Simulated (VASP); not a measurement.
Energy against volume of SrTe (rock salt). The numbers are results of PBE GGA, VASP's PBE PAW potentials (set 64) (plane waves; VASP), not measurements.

```
V (Å³/atom)  E (eV/atom)
-----------  -----------
35.735          -4.11889
36.876          -4.13067
38.016          -4.13435
39.157          -4.13111
40.297          -4.12195
```

Fit a third-order Birch-Murnaghan equation of state.

* **volume per atom**: 38.02 Å³/atom
* **bulk modulus**: 32.3 GPa
* **pressure derivative of the bulk modulus**: 4.20
* **lattice constant a**: 672.5 pm

Measured: bulk modulus 39.5 GPa (computed value off by -18.2 %), a 6.659 Å (computed value off by +1.0 %), as given by S. C. Rakesh Roshan et al., ACS Applied Energy Materials (2021), arXiv:2110.13857. The calculation is for a static lattice, while the measured bulk modulus, a hold thermal and zero-point effects, which are part of the difference.

The compound is SrTe in the rock salt structure. It was relaxed first.
